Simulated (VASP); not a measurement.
Here is a VASP 6.6.1 calculation.

The input INCAR:

```
SYSTEM = SnTe
PREC = Accurate
ENCUT = 520
EDIFF = 1E-6
ISMEAR = 1
SIGMA = 0.1
LREAL = .False.
LASPH = .True.
NELM = 80
ALGO = Normal
ISIF = 2
LWAVE = .False.
LCHARG = .False.
GGA = PS
ICORELEVEL = 1
```

File KPOINTS:

```
regular mesh
0
Gamma
  7 7 7
  0 0 0
```

Contents of POSCAR:

```
SnTe
1.0
    0.0000000000      6.3017000000      6.3017000000
    6.3017000000      0.0000000000      6.3017000000
    6.3017000000      6.3017000000      0.0000000000
Sn Te
8 8
Direct
    0.0000000000      0.0000000000      0.0000000000
    0.0000000000      0.0000000000      0.5000000000
    0.0000000000      0.5000000000      0.0000000000
    0.0000000000      0.5000000000      0.5000000000
    0.5000000000      0.0000000000      0.0000000000
    0.5000000000      0.0000000000      0.5000000000
    0.5000000000      0.5000000000      0.0000000000
    0.5000000000      0.5000000000      0.5000000000
    0.2500000000      0.2500000000      0.2500000000
    0.2500000000      0.2500000000      0.7500000000
    0.2500000000      0.7500000000      0.2500000000
    0.2500000000      0.7500000000      0.7500000000
    0.7500000000      0.2500000000      0.2500000000
    0.7500000000      0.2500000000      0.7500000000
    0.7500000000      0.7500000000      0.2500000000
    0.7500000000      0.7500000000      0.7500000000
```

Potentials or basis: VASP PAW PBE potentials, release 64 (Sn_d, Te).

Command:

```bash
$ cat potpaw_PBE.64/Sn_d/POTCAR potpaw_PBE.64/Te/POTCAR > POTCAR
$ mpirun -np 1 vasp_std > vasp.out
```

(1) Estimate the pressure.

## Answers

(1) -0.3 GPa.

Caveat: the PAW data sets were made with another functional, which shifts forces and pressure a little.
